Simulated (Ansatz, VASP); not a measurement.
# CeO2 (Cerianite) in two plane-wave programs

One calculation is typed for both programs; each brings its own data sets and cutoff. How far apart do they land? The cell is taken from a series of VASP runs on this material, whose earlier steps may have relaxed, scaled or displaced it; both programs get it as it stands.

Calculated with Ansatz 0.2.0; plane waves, with VASP 6.6.1 beside it; relaxation of cell and atoms at PBE, DFT+U.

In doubt: the elements are of a kind flagged for part-filled d or f shells, though by formal charges that shell is empty here, so the flag may not apply; the elements are of a kind flagged for part-filled d or f shells, though by formal charges that shell is empty here, so the flag may not apply.

## Step 1: Set-up

The structure is cubic, space group Fm-3m (No. 225). The conventional cell has a = 5.506 Å, b = 5.506 Å, c = 5.506 Å, α = 90.00°, β = 90.00°, γ = 90.00°. Nearest to Ce lie 8 O at 2.38 Å. Nearest to O lie 4 Ce at 2.38 Å. Farther neighbours and most contacts between anions are not listed.

## Step 2: VASP: relaxation of cell and atoms, PBE, DFT+U

The relaxed volume is the usual yardstick between codes: its relative difference is about their pressure difference at one cell divided by the bulk modulus.

Lines of VASP's logs that name or quote its potential files are left out, and so is its time.

File INCAR:

```
SYSTEM = CeO2
PREC = Accurate
ENCUT = 520
EDIFF = 1E-07
NELM = 150
ISMEAR = 0
SIGMA = 0.03
LREAL = .FALSE.
ALGO = Normal
GGA = PE
NBANDS = 20
ISPIN = 2
MAGMOM = 1 0 0
LDAU = .TRUE.
LDAUTYPE = 2
LDAUL = 3 -1
LDAUU = 6 0
LDAUJ = 0 0
LDAUPRINT = 1
LASPH = .TRUE.
LMAXMIX = 6
AMIX = 0.2
BMIX = 1E-04
AMIX_MAG = 0.8
BMIX_MAG = 1E-04
LORBIT = 11
LWAVE = .FALSE.
LCHARG = .FALSE.
KPAR = 4
IBRION = 2
NSW = 50
ISIF = 3
EDIFFG = -0.002
```

File POSCAR:

```
CeO2
1.0
    0.0000000000      2.7532026102      2.7532026102
    2.7532026102      0.0000000000      2.7532026102
    2.7532026102      2.7532026102      0.0000000000
Ce O
1 2
Direct
    0.0000000000      0.0000000000      0.0000000000
    0.7500000000      0.7500000000      0.7500000000
    0.2500000000      0.2500000000      0.2500000000
```

File KPOINTS:

```
Automatic mesh
0
Gamma
10 10 10
0 0 0
```

Potentials, in the order of the species: Ce and O (PBE family, release 64).

Run with:

```
$ mpirun -np 4 vasp_std
```

Numbers of over 12 decimals in the logs are rounded to 6 here.

What it wrote:

```text
[banner, memory and clock lines left out]
running    4 mpi-ranks, on    1 nodes
 distrk:  each k-point on    1 cores,    4 groups
 distr:  one band on    1 cores,    1 groups

 POSCAR found type information on POSCAR CeO
 POSCAR found :  2 types and       3 ions
 LDA part: xc-table for (Slater+PW92), standard interpolation
 POSCAR, INCAR and KPOINTS ok, starting setup
 FFT: planning ... GRIDC
 FFT: planning ... GRID_SOFT
 FFT: planning ... GRID
 WAVECAR not read
 entering main loop
       N       E                     dE             d eps       ncg     rms          rms(c)
DAV:   1     0.253480152146E+03    0.25348E+03   -0.10844E+04  3872   0.150E+03
DAV:   2     0.988239911269E+01   -0.24360E+03   -0.20653E+03  4676   0.291E+02
DAV:   3    -0.296548632547E+02   -0.39537E+02   -0.37078E+02  4528   0.142E+02
DAV:   4    -0.309200797898E+02   -0.12652E+01   -0.12634E+01  5876   0.251E+01
DAV:   5    -0.309864207317E+02   -0.66341E-01   -0.66323E-01  5928   0.456E+00    0.233E+01
DAV:   6    -0.246721071461E+02    0.63143E+01   -0.14056E+01  5956   0.253E+01    0.154E+01
DAV:   7    -0.242526316865E+02    0.41948E+00   -0.73990E+00  5860   0.229E+01    0.669E+00
DAV:   8    -0.244021165950E+02   -0.14948E+00   -0.51721E+00  5764   0.299E+01    0.111E+01
DAV:   9    -0.241330922004E+02    0.26902E+00   -0.58309E-01  5592   0.801E+00    0.288E+00
DAV:  10    -0.240329263442E+02    0.10017E+00   -0.12764E+00  5960   0.937E+00    0.216E+00
DAV:  11    -0.240300385804E+02    0.28878E-02   -0.73906E-02  4316   0.208E+00    0.162E+00
DAV:  12    -0.240143018835E+02    0.15737E-01   -0.25211E-02  6500   0.163E+00    0.888E-01
DAV:  13    -0.240101297247E+02    0.41722E-02   -0.83761E-03  5740   0.934E-01    0.311E-01
DAV:  14    -0.240091294930E+02    0.10002E-02   -0.57196E-03  5900   0.676E-01    0.521E-02
DAV:  15    -0.240091563260E+02   -0.26833E-04   -0.31100E-04  4636   0.130E-01    0.370E-02
DAV:  16    -0.240091699613E+02   -0.13635E-04   -0.45456E-05  6704   0.543E-02    0.334E-02
DAV:  17    -0.240091684889E+02    0.14725E-05   -0.78590E-06  5720   0.257E-02    0.211E-02
DAV:  18    -0.240091653617E+02    0.31272E-05   -0.90997E-06  5812   0.263E-02    0.994E-03
DAV:  19    -0.240091653379E+02    0.23779E-07   -0.36453E-06  5748   0.177E-02    0.265E-03
DAV:  20    -0.240091652806E+02    0.57334E-07   -0.39572E-07  4056   0.549E-03
   1 F= -.24009165E+02 E0= -.24009165E+02  d E =-.240092E+02  mag=     0.0000
 curvature:   0.00 expect dE= 0.000E+00 dE for cont linesearch  0.000E+00
 trial: gam= 0.00000 g(F)=  0.111E-48 g(S)=  0.489E-04 ort = 0.000E+00 (trialstep = 0.100E+01)
 search vector abs. value=  0.489E-04
 bond charge predicted
       N       E                     dE             d eps       ncg     rms          rms(c)
DAV:   1    -0.240095732115E+02   -0.40787E-03   -0.10212E-02  4324   0.856E-01    0.237E-01
DAV:   2    -0.240093145247E+02    0.25869E-03   -0.73444E-04  5752   0.258E-01    0.122E-01
DAV:   3    -0.240091717368E+02    0.14279E-03   -0.37063E-04  4164   0.110E-01    0.573E-02
DAV:   4    -0.240091536301E+02    0.18107E-04   -0.17106E-04  6516   0.976E-02    0.128E-02
DAV:   5    -0.240091527843E+02    0.84586E-06   -0.55534E-06  4320   0.154E-02    0.796E-03
DAV:   6    -0.240091527816E+02    0.26814E-08   -0.71189E-06  6080   0.117E-02    0.694E-03
DAV:   7    -0.240091526942E+02    0.87392E-07   -0.12201E-07  3040   0.248E-03
   2 F= -.24009153E+02 E0= -.24009153E+02  d E =0.125864E-04  mag=    -0.0000
 trial-energy change:    0.000013  1 .order    0.000014   -0.000049    0.000077
 step:   0.4056(harm=  0.3879)  dis= 0.00000  next Energy=   -24.009175 (dE=-0.100E-04)
 bond charge predicted
       N       E                     dE             d eps       ncg     rms          rms(c)
DAV:   1    -0.240093207399E+02   -0.16796E-03   -0.36064E-03  4412   0.505E-01    0.141E-01
DAV:   2    -0.240092300581E+02    0.90682E-04   -0.27278E-04  5884   0.151E-01    0.740E-02
DAV:   3    -0.240091770219E+02    0.53036E-04   -0.14356E-04  4220   0.700E-02    0.304E-02
DAV:   4    -0.240091719800E+02    0.50419E-05   -0.53072E-05  6520   0.532E-02    0.731E-03
DAV:   5    -0.240091719786E+02    0.13752E-08   -0.17770E-06  4376   0.881E-03    0.455E-03
DAV:   6    -0.240091726921E+02   -0.71348E-06   -0.24466E-06  6100   0.683E-03    0.405E-03
DAV:   7    -0.240091729016E+02   -0.20947E-06   -0.24848E-08  2192   0.154E-03    0.337E-03
DAV:   8    -0.240091737384E+02   -0.83684E-06   -0.75094E-07  5932   0.473E-03    0.197E-04
DAV:   9    -0.240091737638E+02   -0.25397E-07   -0.21566E-08  2092   0.925E-04
   3 F= -.24009174E+02 E0= -.24009174E+02  d E =-.848322E-05  mag=    -0.0000
 curvature:  -0.19 expect dE=-0.327E-08 dE for cont linesearch -0.327E-08
 trial: gam= 0.00000 g(F)=  0.470E-49 g(S)=  0.169E-07 ort =-0.908E-06 (trialstep = 0.881E+00)
 search vector abs. value=  0.170E-07
 reached required accuracy - stopping structural energy minimisation
```

From OUTCAR (step 2):

```text
ion  position               nearest neighbor table
   1  0.000  0.000  0.000-   2 2.38   3 2.38   2 2.38   2 2.38   2 2.38   3 2.38   3 2.38   3 2.38

  LATTYP: Found a face centered cubic cell.
 ALAT       =     5.5064052204

 Subroutine GETGRP returns: Found 48 space group operations
 (whereof 48 operations were pure point group operations)

The static configuration has the point symmetry O_h .

 Found     47 irreducible k-points:

   k-points           NKPTS =     47   k-points in BZ     NKDIM =     47   number of bands    NBANDS=     20

   dimension x,y,z NGX =    30 NGY =   30 NGZ =   30
   dimension x,y,z NGXF=    60 NGYF=   60 NGZF=   60

   ENCUT  =  520.0 eV  38.22 Ry    6.18 a.u.   7.24  7.24  7.24*2*pi/ulx,y,z

   NELECT =      24.0000    total number of electrons

 k-points in reciprocal lattice and weights: Automatic mesh
   0.00000000  0.00000000  0.00000000       0.001
   0.10000000  0.00000000  0.00000000       0.008
   0.20000000  0.00000000  0.00000000       0.008
   0.30000000  0.00000000  0.00000000       0.008
   0.40000000  0.00000000  0.00000000       0.008
   0.50000000  0.00000000  0.00000000       0.004
   0.10000000  0.10000000  0.00000000       0.006
   0.20000000  0.10000000  0.00000000       0.024
   0.30000000  0.10000000  0.00000000       0.024
[...]
-0.30000000  0.40000000  0.20000000       0.024
  -0.30000000  0.50000000  0.20000000       0.012

atom =   1  type =  1  l = 3

 onsite density matrix

spin component  1

  0.0354  0.0000  0.0094 -0.0000  0.0000  0.0000  0.0000
  0.0000  0.1329  0.0000  0.0000  0.0000  0.0000  0.0000
  0.0094  0.0000  0.0305  0.0000  0.0000 -0.0000 -0.0000
 -0.0000  0.0000  0.0000  0.0426 -0.0000 -0.0000 -0.0000
  0.0000  0.0000  0.0000 -0.0000  0.0305 -0.0000 -0.0094
  0.0000  0.0000 -0.0000 -0.0000 -0.0000  0.0232  0.0000
  0.0000  0.0000 -0.0000 -0.0000 -0.0094  0.0000  0.0354

spin component  2

 occupancies and eigenvectors

  o =  0.0232  v =  0.0173  0.0000 -0.0223 -0.0000 -0.0654 -0.9962 -0.0506  0.0000  0.0000  0.0000  0.0000  0.0000  0.0000  0.0000      0.0000  0.0000  0.0000  0.0000  0.0000  0.0000  0.0000  0.0000  0.0000  0.0000  0.0000  0.0000  0.0000  0.0000
  o =  0.0232  v =  0.0098  0.0000 -0.0126 -0.0000 -0.7877  0.0831 -0.6102  0.0000  0.0000  0.0000  0.0000  0.0000  0.0000  0.0000      0.0000  0.0000  0.0000  0.0000  0.0000  0.0000  0.0000  0.0000  0.0000  0.0000  0.0000  0.0000  0.0000  0.0000
  o =  0.0232  v = -0.6121 -0.0000  0.7902 -0.0000 -0.0144 -0.0268 -0.0112  0.0000  0.0000  0.0000  0.0000  0.0000  0.0000  0.0000      0.0000  0.0000  0.0000  0.0000  0.0000  0.0000  0.0000  0.0000  0.0000  0.0000  0.0000  0.0000  0.0000  0.0000
[...]
o =  0.0426  v =  0.0018  0.0000  0.0014 -0.0320  0.6121 -0.0000 -0.7902  0.0000  0.0000  0.0000  0.0000  0.0000  0.0000  0.0000      0.0000  0.0000  0.0000  0.0000  0.0000  0.0000  0.0000  0.0000  0.0000  0.0000  0.0000  0.0000  0.0000  0.0000
  o =  0.0426  v =  0.0054  0.0000  0.0041 -0.9995 -0.0196  0.0000  0.0253  0.0000  0.0000  0.0000  0.0000  0.0000  0.0000  0.0000      0.0000  0.0000  0.0000  0.0000  0.0000  0.0000  0.0000  0.0000  0.0000  0.0000  0.0000  0.0000  0.0000  0.0000
  o =  0.0426  v =  0.7905 -0.0000  0.6124  0.0068 -0.0013 -0.0000  0.0016  0.0000  0.0000  0.0000  0.0000  0.0000  0.0000  0.0000      0.0000  0.0000  0.0000  0.0000  0.0000  0.0000  0.0000  0.0000  0.0000  0.0000  0.0000  0.0000  0.0000  0.0000
  o =  0.0426  v =  0.0000  0.0000  0.0000  0.0000  0.0000  0.0000  0.0000 -0.0017 -0.0000 -0.0013  0.0047 -0.6124  0.0000  0.7906      0.0000  0.0000  0.0000  0.0000  0.0000  0.0000  0.0000  0.0000  0.0000  0.0000  0.0000  0.0000  0.0000  0.0000
  o =  0.0426  v =  0.0000  0.0000  0.0000  0.0000  0.0000  0.0000  0.0000  0.7906 -0.0000  0.6124 -0.0061 -0.0013 -0.0000  0.0017      0.0000  0.0000  0.0000  0.0000  0.0000  0.0000  0.0000  0.0000  0.0000  0.0000  0.0000  0.0000  0.0000  0.0000
  o =  0.0426  v =  0.0000  0.0000  0.0000  0.0000  0.0000  0.0000  0.0000  0.0048 -0.0000  0.0038  1.0000  0.0029 -0.0000 -0.0037      0.0000  0.0000  0.0000  0.0000  0.0000  0.0000  0.0000  0.0000  0.0000  0.0000  0.0000  0.0000  0.0000  0.0000
  o =  0.1329  v =  0.0000  0.0000  0.0000  0.0000  0.0000  0.0000  0.0000  0.0000  1.0000  0.0000  0.0000  0.0000  0.0000  0.0000      0.0000  0.0000  0.0000  0.0000  0.0000  0.0000  0.0000  0.0000  0.0000  0.0000  0.0000  0.0000  0.0000  0.0000
  o =  0.1329  v = -0.0000 -1.0000 -0.0000 -0.0000 -0.0000 -0.0000 -0.0000  0.0000  0.0000  0.0000  0.0000  0.0000  0.0000  0.0000      0.0000  0.0000  0.0000  0.0000  0.0000  0.0000  0.0000  0.0000  0.0000  0.0000  0.0000  0.0000  0.0000  0.0000

 average (electrostatic) potential at core
       1 -79.5391       2 -68.0108       3 -68.0108

 E-fermi :   5.3053

 spin component 1
 k-point     1 :       0.0000    0.0000    0.0000
  band No.  band energies     occupation
    ...
      8       1.3928      1.00000
      9       1.3928      1.00000
     10       4.7919      1.00000
     11       4.7919      1.00000
     12       4.7919      1.00000
     13       7.6112      0.00000
     14       8.0542      0.00000
     15       8.0542      0.00000
     16       8.0542      0.00000
     17       8.3781      0.00000
    ...

 k-point     2 :       0.1000    0.0000    0.0000
  band No.  band energies     occupation
    ...
      8       1.4837      1.00000
      9       1.6345      1.00000
     10       4.6688      1.00000
     11       4.7299      1.00000
     12       4.7299      1.00000
     13       7.6213      0.00000
     14       8.0415      0.00000
     15       8.0415      0.00000
     16       8.0550      0.00000
     17       8.3045      0.00000
    ...

 k-point     3 :       0.2000    0.0000    0.0000
  band No.  band energies     occupation
    ...
      8       1.7172      1.00000
      9       2.2629      1.00000
     10       4.3943      1.00000
     11       4.5921      1.00000
     12       4.5921      1.00000
     13       7.6513      0.00000
     14       7.9919      0.00000
     15       7.9919      0.00000
     16       8.0570      0.00000
     17       8.1376      0.00000
    ...

 k-point     4 :       0.3000    0.0000    0.0000
  band No.  band energies     occupation
    ...
      8       1.9875      1.00000
      9       3.0273      1.00000
     10       4.1366      1.00000
     11       4.4821      1.00000
     12       4.4821      1.00000
     13       7.6727      0.00000
     14       7.9249      0.00000
     15       7.9249      0.00000
     16       7.9735      0.00000
     17       8.0595      0.00000
    ...

 k-point     5 :       0.4000    0.0000    0.0000
  band No.  band energies     occupation
    ...
      8       2.1770      1.00000
      9       3.6248      1.00000
     10       3.9855      1.00000
     11       4.4596      1.00000
     12       4.4596      1.00000
     13       7.5853      0.00000
     14       7.8808      0.00000
     15       7.8808      0.00000
     16       7.9634      0.00000
     17       8.0615      0.00000
    ...

 k-point     6 :       0.5000    0.0000    0.0000
  band No.  band energies     occupation
    ...
      8       2.2390      1.00000
      9       3.8784      1.00000
     10       3.9050      1.00000
     11       4.4710      1.00000
     12       4.4710      1.00000
     13       7.5190      0.00000
     14       7.8668      0.00000
     15       7.8668      0.00000
     16       8.0006      0.00000
     17       8.0623      0.00000
    ...

  Total       -0.0005912     -0.0005912     -0.0005912      0.0000000      0.0000000      0.0000000
  in kB       -0.0226795     -0.0226795     -0.0226795      0.0000000      0.0000000      0.0000000
  external PRESSURE =      -0.0226795 kB  Pullay stress =       0.0000000 kB

  energy-cutoff  :      520.00
  volume of cell :       41.77
      direct lattice vectors                 reciprocal lattice vectors
     0.000000000  2.753774109  2.753774109    -0.181568996  0.181568996  0.181568996
     2.753774109  0.000000000  2.753774109     0.181568996 -0.181568996  0.181568996
     2.753774109  2.753774109 -0.000000000     0.181568996  0.181568996 -0.181568996

 POSITION                                       TOTAL-FORCE (eV/Angst)
 -----------------------------------------------------------------------------------
      0.00000      0.00000      0.00000         0.000000      0.000000      0.000000
      4.13066      4.13066      4.13066         0.000000      0.000000      0.000000
      1.37689      1.37689      1.37689        -0.000000     -0.000000     -0.000000
 -----------------------------------------------------------------------------------
    total drift:                                0.000000     -0.000000      0.000000

  FREE ENERGIE OF THE ION-ELECTRON SYSTEM (eV)
  ---------------------------------------------------
  free  energy   TOTEN  =       -24.0091737638 eV

  energy  without entropy=      -24.0091737638  energy(sigma->0) =      -24.00917376

 reached required accuracy - stopping structural energy minimisation

 total charge
# of ion       s       p       d       f       tot
--------------------------------------------------
    1        2.008   5.817   0.921   0.652   9.398
    2        1.570   3.448   0.000   0.000   5.018
    3        1.570   3.448   0.000   0.000   5.018
--------------------------------------------------
tot          5.149  12.712   0.921   0.652  19.434

 magnetization (x)
# of ion       s       p       d       f       tot
--------------------------------------------------
    1       -0.000   0.000  -0.000  -0.000  -0.000
    2        0.000   0.000   0.000   0.000   0.000
    3        0.000   0.000   0.000   0.000   0.000
--------------------------------------------------
tot         -0.000   0.000  -0.000  -0.000  -0.000

[... 1 further part left out ...]
```

CONTCAR:

```
CeO2
   1.00000000000000
     0.0000000000000000    2.7537741094250388    2.7537741094250388
     2.7537741094250388    0.0000000000000000    2.7537741094250388
     2.7537741094250388    2.7537741094250388   -0.0000000000000000
  Ce              O
     1     2
Direct
     0.0000000000000000    0.0000000000000000    0.0000000000000000
     0.7500000000000000    0.7500000000000000    0.7500000000000000
     0.2500000000000000    0.2500000000000000    0.2500000000000000
```

(Part 1 of 2 ends here.)

[Lines on the potential files, build, host, timing and source positions are cut from VASP's logs without a mark.]

[Logs are printed without paths, hosts, clocks, repeated set-up lines and the standing remarks that a program may print on its own settings, such as how far it seeks lower states.]

[Hosts, paths, dates, database ids (printed as entryN), source tags and the programs' standing remarks are cut or masked in the printed files.]
